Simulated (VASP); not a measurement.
A VASP calculation is set up with these files.

**KPOINTS**
```
Regular mesh
0
gamma
  5 5 7
0 0 0
```

### INCAR
```
SYSTEM = TiO2
PREC = Accurate
ENCUT = 520
EDIFF = 1E-7
NELM = 100
ALGO = Normal
LREAL = .FALSE.
LASPH = .TRUE.
ISMEAR = 0
SIGMA = 0.05
GGA = 91
LMAXMIX = 4
LWAVE = .FALSE.
LCHARG = .FALSE.
ISIF = 4
IBRION = 2
NSW = 30
EDIFFG = -0.01
```

### POSCAR
```
TiO2
1
    4.5942736270     0.0000000000     0.0000000000
    0.0000000000     4.5942736270     0.0000000000
    0.0000000000     0.0000000000     2.9385738479
Ti O
2 4
Direct
  0.0000000000   1.0000000000   0.0000000000
  0.5000000000   0.5000000000   0.5000000000
  0.3048417183   0.3048417183   0.0000000000
  0.8048417183   0.1951582817   0.5000000000
  0.1951582817   0.8048417183   0.5000000000
  0.6951582817   0.6951582817   1.0000000000
```

POTCAR, in this order: Ti_sv O (PBE.64 set). Program: vasp_std.

Task: Write an equivalent input for Quantum ESPRESSO's pw.x.

Result: One equivalent input (not run):
```
&CONTROL
  calculation = 'vc-relax'
  pseudo_dir = './pseudo'
  outdir = './out'
  tprnfor = .true.
  tstress = .true.
  nstep = 30
  forc_conv_thr = 0.00039
/
&SYSTEM
  ibrav = 0
  nat = 6
  ntyp = 2
  ecutwfc = 84
  occupations = 'smearing'
  smearing = 'gaussian'
  degauss = 0.003675
  input_dft = 'pw91'
/
&ELECTRONS
  conv_thr = 7.3e-09
  electron_maxstep = 100
/
&IONS
/
&CELL
  cell_dofree = 'shape'
/
ATOMIC_SPECIES
  Ti 47.867 Ti.upf
  O 15.999 O.upf
CELL_PARAMETERS angstrom
     4.5942736    0.0000000    0.0000000
     0.0000000    4.5942736    0.0000000
     0.0000000    0.0000000    2.9385738
ATOMIC_POSITIONS crystal
  Ti   0.0000000  1.0000000  0.0000000
  Ti   0.5000000  0.5000000  0.5000000
  O    0.3048417  0.3048417  0.0000000
  O    0.8048417  0.1951583  0.5000000
  O    0.1951583  0.8048417  0.5000000
  O    0.6951583  0.6951583  1.0000000
K_POINTS automatic
  5 5 7 0 0 0
```
Limits of the translation: the potentials are each code's own (VASP's PAW set, PseudoDojo norm-conserving files in pw.x), so ENCUT and ecutwfc are chosen apart and not converted; conv_thr bounds pw.x's estimated SCF error, while EDIFF bounds the energy change between steps; forc_conv_thr acts on force components and is met together with etot_conv_thr.

The compound is TiO2 in the rutile structure. This cell is one point of a volume scan, at 0.97 of the reference volume. Symmetry was kept, so distortions that lower it aren't found.
